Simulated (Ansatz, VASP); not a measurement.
**Cross-check of Ba3Ca4Si9O25 (glassy 56SiO2-19BaO-25CaO (mol %)) between VASP and Ansatz**

One calculation is typed for both programs; each brings its own data sets. How far apart do they land? Of the first pair: The structure shown is the start of the Ansatz relaxation below; VASP solves that cell, so the two are compared at the walk's first step.

Program: Ansatz 0.2.0. Level of theory: plane waves, with VASP 6.6.1 beside it; single point at revPBE. Results are calculated unless marked as measured.

## Step 1: Starting point

The cell holds 82 atoms: 18 Si, 6 Ba, 8 Ca and 50 O. Its edges and angles: a = 10.676 Å, b = 10.676 Å, c = 10.676 Å, α = 90.0°, β = 90.0°, γ = 90.0°. As first built, before any earlier steps moved the atoms (in the runner's words): 82 atoms (18 Si, 6 Ba, 8 Ca, 50 O) placed at random at 3.25 g/cm^3, melted at 4000 K for 10 ps at fixed volume with the Morse and Coulomb pair potential with partial charges (Pedone, Malavasi, Menziani, Cormack and Segre, J. Phys. Chem. B 110, 11780 (2006)). Quenched from 4000 K to 300 K at 10 K/ps and fixed volume, held 10 ps at zero pressure.

## Step 2: Ansatz: relaxation, revPBE

Ansatz runs on its default PAW (the set named soft_2) files.

The two programs are compared at the cell with which this relaxation starts, whose forces are those of its first step.

File input.yaml:

```yaml
crystal:
  lattice:
    - [10.67573, 0.0, 0.0]
    - [0.0, 10.67573, 0.0]
    - [0.0, 0.0, 10.67573]
  atoms:
    - { symbol: Si, position: [0.16391, 0.8242, 0.74932] }
    - { symbol: Si, position: [0.81324, 0.06647, 0.80217] }
    - { symbol: Si, position: [0.46768, 0.06801, 0.74554] }
    - { symbol: Si, position: [0.62494, 0.33345, 0.48466] }
    - { symbol: Si, position: [0.65109, 0.3134, 0.20211] }
    - { symbol: Si, position: [0.39579, 0.6624, 0.68883] }
    - { symbol: Si, position: [0.40365, 0.67181, 0.08298] }
    - { symbol: Si, position: [0.00353, 0.713, 0.37051] }
    - { symbol: Si, position: [0.62707, 0.88292, 0.30079] }
    - { symbol: Si, position: [0.33252, 0.92664, 0.95305] }
    - { symbol: Si, position: [0.25658, 0.59476, 0.31756] }
    - { symbol: Si, position: [0.20406, 0.19502, 0.67571] }
    - { symbol: Si, position: [0.66635, 0.04798, 0.54469] }
    - { symbol: Si, position: [0.90133, 0.19087, 0.28057] }
    - { symbol: Si, position: [0.11329, 0.37083, 0.18796] }
    - { symbol: Si, position: [0.89573, 0.68577, 0.79359] }
    - { symbol: Si, position: [0.06758, 0.96409, 0.25852] }
    - { symbol: Si, position: [0.33866, 0.41501, 0.54171] }
    - { symbol: Ba, position: [0.0914, 0.64892, 0.02957] }
    - { symbol: Ba, position: [0.66976, 0.64208, 0.52879] }
    - { symbol: Ba, position: [0.37664, 0.31752, 0.97202] }
    - { symbol: Ba, position: [0.10586, 0.11491, 0.98723] }
    - { symbol: Ba, position: [0.66529, 0.41958, 0.82971] }
    - { symbol: Ba, position: [0.97388, 0.37743, 0.53875] }
    - { symbol: Ca, position: [0.58642, 0.06039, 0.05157] }
    - { symbol: Ca, position: [0.96729, 0.97974, 0.56296] }
    - { symbol: Ca, position: [0.87335, 0.9039, 0.03778] }
    - { symbol: Ca, position: [0.72939, 0.62987, 0.14547] }
    - { symbol: Ca, position: [0.36761, 0.11353, 0.24638] }
    - { symbol: Ca, position: [0.99527, 0.36954, 0.85044] }
    - { symbol: Ca, position: [0.63263, 0.78966, 0.87103] }
    - { symbol: Ca, position: [0.30888, 0.89026, 0.45051] }
    - { symbol: O, position: [0.33284, 0.55955, 0.01012] }
    - { symbol: O, position: [0.20093, 0.27711, 0.80811] }
    - { symbol: O, position: [0.84924, 0.70723, 0.94503] }
    - { symbol: O, position: [0.09429, 0.88525, 0.14025] }
    - { symbol: O, position: [0.54505, 0.0151, 0.62756] }
    - { symbol: O, position: [0.15892, 0.50743, 0.23146] }
    - { symbol: O, position: [0.77092, 0.22005, 0.20825] }
    - { symbol: O, position: [0.14684, 0.87981, 0.61262] }
    - { symbol: O, position: [0.52875, 0.64243, 0.75657] }
    - { symbol: O, position: [0.51404, 0.18488, 0.80811] }
    - { symbol: O, position: [0.53076, 0.22847, 0.17758] }
    - { symbol: O, position: [0.80504, 0.76185, 0.71038] }
    - { symbol: O, position: [0.71911, 0.99057, 0.88864] }
    - { symbol: O, position: [0.34453, 0.52458, 0.64672] }
    - { symbol: O, position: [0.47954, 0.36936, 0.53051] }
    - { symbol: O, position: [0.93793, 0.66396, 0.23682] }
    - { symbol: O, position: [0.49034, 0.94384, 0.30897] }
    - { symbol: O, position: [0.68812, 0.94802, 0.43227] }
    - { symbol: O, position: [0.32601, 0.10385, 0.69272] }
    - { symbol: O, position: [0.18172, 0.01526, 0.32613] }
    - { symbol: O, position: [0.96826, 0.07232, 0.20206] }
    - { symbol: O, position: [0.99988, 0.30597, 0.27616] }
    - { symbol: O, position: [0.77341, 0.04691, 0.65275] }
    - { symbol: O, position: [0.6632, 0.41458, 0.09863] }
    - { symbol: O, position: [0.2432, 0.30209, 0.57022] }
    - { symbol: O, position: [0.22869, 0.27927, 0.19474] }
    - { symbol: O, position: [0.3445, 0.80707, 0.04283] }
    - { symbol: O, position: [0.94352, 0.99891, 0.84336] }
    - { symbol: O, position: [0.63764, 0.73723, 0.3101] }
    - { symbol: O, position: [0.695, 0.92463, 0.17483] }
    - { symbol: O, position: [0.45135, 0.95348, 0.85022] }
    - { symbol: O, position: [0.33691, 0.05215, 0.03174] }
    - { symbol: O, position: [0.41273, 0.73995, 0.56869] }
    - { symbol: O, position: [0.89098, 0.15054, 0.41921] }
    - { symbol: O, position: [0.04094, 0.74141, 0.7916] }
    - { symbol: O, position: [0.83408, 0.20919, 0.84884] }
    - { symbol: O, position: [0.21334, 0.91778, 0.8638] }
    - { symbol: O, position: [0.30384, 0.49771, 0.42021] }
    - { symbol: O, position: [0.27821, 0.7279, 0.75993] }
    - { symbol: O, position: [0.72253, 0.39693, 0.57011] }
    - { symbol: O, position: [0.98513, 0.87242, 0.35674] }
    - { symbol: O, position: [0.0606, 0.37314, 0.04636] }
    - { symbol: O, position: [0.35824, 0.64458, 0.22494] }
    - { symbol: O, position: [0.89685, 0.54135, 0.77928] }
    - { symbol: O, position: [0.65188, 0.37096, 0.33934] }
    - { symbol: O, position: [0.63514, 0.1795, 0.48915] }
    - { symbol: O, position: [0.16546, 0.70017, 0.37191] }
    - { symbol: O, position: [0.54758, 0.67861, 0.04125] }
    - { symbol: O, position: [0.07141, 0.14609, 0.64331] }
    - { symbol: O, position: [0.95971, 0.63752, 0.48434] }
kpoints:
  mp_grid: { grid: [1, 1, 1] }
hamiltonian:
  xc: revpbe
scf:
  occupations: { method: fixed }
output:
  forces: true
relax:
  f_tol: 0.03
  max_steps: 200
  cell: {}
```

Run with:

```
$ ansatz run input.yaml --threads 4 --pin off --max-ram 8192MiB --backend cpu --events-out ev --progress --plain --runs-dir out
```

Numbers of over 12 decimals in the logs are rounded to 6 here.

What it wrote:

```text
Engine: ansatz 0.2.0, aarch64-unknown-linux-gnu
Pseudopotentials: kind: paw
Pseudopotential: Si, paw, valence charge 4, recommended cutoff 420 eV (normal), Si.paw.azcp
Pseudopotential: Ba, paw, valence charge 10, recommended cutoff 420 eV (normal), Ba.paw.azcp
Pseudopotential: Ca, paw, valence charge 10, recommended cutoff 420 eV (normal), Ca.paw.azcp
Pseudopotential: O, paw, valence charge 6, recommended cutoff 420 eV (normal), O.paw.azcp
Functional definition: revPBE
  parameter kappa = 1.245
  parameter beta = 0.066725
  exchange = pbe_x(kappa = kappa, mu = beta*pi^2/3)
  correlation = pbe_c(beta = beta)
Crystal: 82 atoms, lattice volume = 1216.726 Å³
Basis set: ecut = 420 eV, 23847 PW (Γ), exchange–correlation on 144×144×144 points (8 copies of the dense FFT grid, shifted against one another)
Bands: 338, of which v1, the nominal top of the filled ones, is band 256 counted from 1 (255 counted from 0)
Symmetry: 1 space group operations
Space group: P1 (ITA 1), of the structure as read, at distance tolerance 1.1e-4 Å
k-points: 1
Non-local potential: Si, projectors of the file, l = 0: 2, l = 1: 2, l = 2: 2
Non-local potential: Ba, projectors of the file, l = 0: 3, l = 1: 2, l = 2: 2, l = 3: 2
Non-local potential: Ca, projectors of the file, l = 0: 3, l = 1: 2, l = 2: 2
Non-local potential: O, projectors of the file, l = 0: 2, l = 1: 2, l = 2: 1
PAW form: soft (Blöchl's): semilocal exchange-correlation on the pseudo side does not see the compensation charge
PAW frozen core: Si, regenerated for the run's functional, and the local potential with it (the file was generated under x = pbe(κ = 0.804, μ = 0.219515), c = pbe(β = 0.066725))
PAW frozen core: Ba, regenerated for the run's functional, and the local potential with it (the file was generated under x = pbe(κ = 0.804, μ = 0.219515), c = pbe(β = 0.066725))
PAW frozen core: Ca, regenerated for the run's functional, and the local potential with it (the file was generated under x = pbe(κ = 0.804, μ = 0.219515), c = pbe(β = 0.066725))
PAW frozen core: O, regenerated for the run's functional, and the local potential with it (the file was generated under x = pbe(κ = 0.804, μ = 0.219515), c = pbe(β = 0.066725))
PAW one-centre angular grid: Si, 110 points (default); XC on 64 Gauss nodes
PAW one-centre angular grid: Ba, 194 points (default); XC on 64 Gauss nodes
PAW one-centre angular grid: Ca, 110 points (default); XC on 64 Gauss nodes
PAW one-centre angular grid: O, 110 points (default); XC on 64 Gauss nodes
Initial density: superposition of atomic densities (neutral atoms: chi_scale 0, normalization atom), corrected by the library's trained network
Initial wavefunctions: pseudopotential atomic-orbital guess
Functional: x = revpbe(κ = 1.245, μ = 0.219515), c = pbe(β = 0.066725)
SCF iter   1: F=—  HF=-90320.251240 eV  |F-HF|=—  |Δ(HF+E_count)|=         —  Δρ=3.69e-3  dr2=1.86e-1  ethr=1.77e-3  ⟨swp⟩=7.0  Hψ=1164  notcnv=0  defer=80
preconditioner: auto → Resta (q_TF=auto, 2.362 Å⁻¹)  ε∞=3.2  [insulator: Δε(μ)=3.524 eV  Ē_g=15.721 eV  n_scr=256 (ndim 8)  ℏωp=23.4 eV  f_vac=0.096  ε∞_Penn≈3.2]
SCF iter   2: F=—  HF=-90320.239994 eV  |F-HF|=—  |Δ(HF+E_count)|=   1.12e-2  Δρ=1.92e-3  dr2=2.69e-2  ethr=3.64e-5  ⟨swp⟩=4.0  Hψ=588  notcnv=0  defer=80
SCF iter   3: F=—  HF=-90320.244182 eV  |F-HF|=—  |Δ(HF+E_count)|=   4.19e-3  Δρ=8.25e-4  dr2=9.12e-3  ethr=5.26e-6  ⟨swp⟩=3.0  Hψ=442  notcnv=0  defer=76
automatic band count: iteration 3 solves 334 bands in place of 338: the levels show a gap, and the empty bands left out lie too high to hold charge; the band table lists the bands solved (type scf.n_extra_bands for more)
SCF iter   4: F=—  HF=-90320.246638 eV  |F-HF|=—  |Δ(HF+E_count)|=   2.46e-3  Δρ=2.28e-4  dr2=5.71e-4  ethr=1.78e-6  ⟨swp⟩=3.0  Hψ=434  notcnv=0  defer=76
SCF iter   5: F=—  HF=-90320.246861 eV  |F-HF|=—  |Δ(HF+E_count)|=   2.24e-4  Δρ=1.02e-4  dr2=1.17e-4  ethr=1.12e-7  ⟨swp⟩=2.0  Hψ=471  notcnv=0  defer=76
SCF iter   6: F=—  HF=-90320.247044 eV  |F-HF|=—  |Δ(HF+E_count)|=   1.83e-4  Δρ=3.69e-5  dr2=1.75e-5  ethr=2.29e-8  ⟨swp⟩=2.0  Hψ=500  notcnv=0  defer=76
SCF iter   7: F=—  HF=-90320.248899 eV  |F-HF|=—  |Δ(HF+E_count)|=   1.85e-3  Δρ=1.91e-5  dr2=3.68e-6  ethr=3.41e-9  ⟨swp⟩=2.0  Hψ=591  notcnv=0  defer=76
SCF iter   8: F=—  HF=-90320.248902 eV  |F-HF|=—  |Δ(HF+E_count)|=   2.89e-6  Δρ=6.48e-6  dr2=4.31e-7  ethr=7.18e-10  ⟨swp⟩=2.0  Hψ=454  notcnv=0  defer=76
SCF iter   9: F=—  HF=-90320.248903 eV  |F-HF|=—  |Δ(HF+E_count)|=   1.23e-6  Δρ=4.03e-6  dr2=1.63e-7  ethr=1.95e-11  ⟨swp⟩=5.0  Hψ=1107  notcnv=0
SCF iter  10: F=-90320.248903 eV  HF=-90320.248903 eV  |F-HF|=1.99e-8  |Δ(HF+E_count)|=   2.44e-8  Δρ=1.19e-6  dr2=1.66e-8  ethr=1.95e-11  ⟨swp⟩=5.0  Hψ=1006  notcnv=0
SCF 1 converged in 10 iterations: F = -90320.248903 eV  dr2 = 1.66e-8
[...]
atom  57  O      0.00250975     0.00018169     0.00285614
  atom  58  O     -0.00223562     0.00139489     0.00273804
  atom  59  O      0.00504566    -0.00168731    -0.00670947
  atom  60  O      0.00219006     0.00478519     0.00129359
  atom  61  O      0.00273358     0.01480170    -0.01201983
  atom  62  O     -0.00816455     0.00245050    -0.00241603
  atom  63  O      0.01112911     0.00462994    -0.00545370
  atom  64  O      0.00120781     0.00056348    -0.00101935
  atom  65  O      0.00195049     0.00309812    -0.00728985
  atom  66  O     -0.00123870    -0.00226386    -0.00034432
  atom  67  O      0.00048508     0.00192656     0.00231140
  atom  68  O     -0.00245760     0.00011402     0.00145660
  atom  69  O      0.00124031     0.00343768     0.00443601
  atom  70  O     -0.00672707    -0.00075884    -0.00261332
  atom  71  O     -0.00384185    -0.00373308    -0.00079227
  atom  72  O     -0.00080976    -0.00059732    -0.00170112
  atom  73  O     -0.00392929     0.00302746     0.00126730
  atom  74  O      0.00100969    -0.00077199     0.00660875
  atom  75  O     -0.00071453     0.00331882     0.00443172
  atom  76  O      0.00469806    -0.00443107     0.00114638
  atom  77  O      0.00023280    -0.00274869     0.00066441
  atom  78  O     -0.01109697     0.00169639    -0.00138411
  atom  79  O      0.00621009    -0.00146901     0.00366033
  atom  80  O      0.00166349     0.00256857     0.00375004
  atom  81  O      0.00354937     0.00327247     0.00127528
  atom  82  O      0.00359086     0.00415681    -0.00107197
  max |Σ_I F_I| component: 4.26e-5 eV/Å
--- Stress (GPa, compression-positive) ---
       -0.003548       0.003413       0.006912
        0.003414       0.024746       0.018406
        0.006912       0.018406       0.005940
  P = ⅓ Tr σ = 0.0090 GPa (0.090 kbar)
--- Relaxed structure (28 steps of the walk, 25 accepted, 2 SCFs on fresh bases) ---
  F+E_penalty+E_count = -90328.73749037 eV   max|allowed force component| = 1.696e-2 eV/Å   (the final SCF, on the basis selected at the relaxed cell)
  cell:  # Å, volume = 1271.8200 Å³
    - [10.731105, 0.000398189, -0.00516232]
    - [0.000398189, 10.983576, 0.280319]
    - [-0.00516232, 0.280319, 10.797555]
  atoms:
    - { symbol: Si, position: [0.173047, 0.797166, 0.752146] }
    - { symbol: Si, position: [0.819276, 0.083306, 0.796122] }
    - { symbol: Si, position: [0.452034, 0.075976, 0.764830] }
    - { symbol: Si, position: [0.630227, 0.349204, 0.459463] }
    - { symbol: Si, position: [0.658118, 0.311332, 0.176802] }
    - { symbol: Si, position: [0.418325, 0.651295, 0.692690] }
    - { symbol: Si, position: [0.417470, 0.657774, 0.092392] }
    - { symbol: Si, position: [-0.011466, 0.699583, 0.350267] }
    - { symbol: Si, position: [0.610542, 0.904382, 0.316296] }
    - { symbol: Si, position: [0.335733, 0.912999, 0.957111] }
    - { symbol: Si, position: [0.246921, 0.572470, 0.319027] }
    - { symbol: Si, position: [0.214585, 0.218377, 0.676545] }
    - { symbol: Si, position: [0.644771, 0.069744, 0.550675] }
    - { symbol: Si, position: [0.898634, 0.182804, 0.275674] }
    - { symbol: Si, position: [0.114723, 0.352609, 0.170391] }
    - { symbol: Si, position: [0.891880, 0.689561, 0.818858] }
    - { symbol: Si, position: [0.061522, 0.946287, 0.258432] }
    - { symbol: Si, position: [0.368402, 0.433408, 0.548511] }
    - { symbol: Ba, position: [0.104430, 0.660916, 0.046705] }
    - { symbol: Ba, position: [0.700087, 0.677805, 0.541165] }
    - { symbol: Ba, position: [0.347316, 0.340717, 0.965032] }
    - { symbol: Ba, position: [0.084096, 0.079867, 0.967028] }
    - { symbol: Ba, position: [0.660178, 0.417937, 0.813193] }
    - { symbol: Ba, position: [0.966854, 0.375724, 0.497794] }
    - { symbol: Ca, position: [0.610047, 0.090084, 0.024935] }
    - { symbol: Ca, position: [0.989539, 1.012815, 0.572846] }
    - { symbol: Ca, position: [0.836663, 0.854214, 0.130909] }
    - { symbol: Ca, position: [0.714548, 0.587799, 0.185118] }
    - { symbol: Ca, position: [0.352981, 0.094969, 0.234078] }
    - { symbol: Ca, position: [0.982548, 0.371936, 0.858831] }
    - { symbol: Ca, position: [0.647916, 0.797589, 0.873488] }
    - { symbol: Ca, position: [0.307323, 0.848556, 0.455288] }
    - { symbol: O, position: [0.344350, 0.555537, 0.019629] }
    - { symbol: O, position: [0.167715, 0.289609, 0.798355] }
    - { symbol: O, position: [0.848545, 0.721700, 0.962129] }
    - { symbol: O, position: [0.061864, 0.883729, 0.124808] }
    - { symbol: O, position: [0.521078, 0.033292, 0.637839] }
    - { symbol: O, position: [0.167955, 0.470055, 0.247565] }
    - { symbol: O, position: [0.776510, 0.211293, 0.184578] }
    - { symbol: O, position: [0.157672, 0.868818, 0.620099] }
    - { symbol: O, position: [0.545700, 0.650780, 0.774509] }
    - { symbol: O, position: [0.513705, 0.185953, 0.838785] }
    - { symbol: O, position: [0.529800, 0.235249, 0.154364] }
    - { symbol: O, position: [0.803543, 0.769977, 0.724545] }
    - { symbol: O, position: [0.738072, 0.998204, 0.897518] }
    - { symbol: O, position: [0.394889, 0.498620, 0.678969] }
    - { symbol: O, position: [0.493838, 0.417336, 0.467285] }
    - { symbol: O, position: [0.919594, 0.666173, 0.220629] }
    - { symbol: O, position: [0.461049, 0.932658, 0.328416] }
    - { symbol: O, position: [0.670763, 0.964815, 0.451079] }
    - { symbol: O, position: [0.303969, 0.102289, 0.730914] }
    - { symbol: O, position: [0.186956, -0.012644, 0.325270] }
    - { symbol: O, position: [0.965746, 0.064088, 0.213764] }
    - { symbol: O, position: [0.992755, 0.305259, 0.254664] }
    - { symbol: O, position: [0.761652, 0.078376, 0.648845] }
    - { symbol: O, position: [0.683863, 0.415612, 0.068358] }
[...]
- { symbol: O, position: [0.368487, 0.629236, 0.244634] }
    - { symbol: O, position: [0.879674, 0.540833, 0.800968] }
    - { symbol: O, position: [0.669311, 0.384734, 0.311171] }
    - { symbol: O, position: [0.609338, 0.201687, 0.479279] }
    - { symbol: O, position: [0.148433, 0.687575, 0.333874] }
    - { symbol: O, position: [0.565270, 0.676775, 0.072754] }
    - { symbol: O, position: [0.100197, 0.184026, 0.589389] }
    - { symbol: O, position: [0.937983, 0.620090, 0.467312] }
```

[end of part 1 of 3]

[Lines on the potential files, build, host, timing and source positions are cut from VASP's logs without a mark.]

[Logs are printed without paths, hosts, clocks, repeated set-up lines and the standing remarks that a program may print on its own settings, such as how far it seeks lower states.]

[Hosts, paths, dates, database ids (printed as entryN), source tags and the programs' standing remarks are cut or masked in the printed files.]
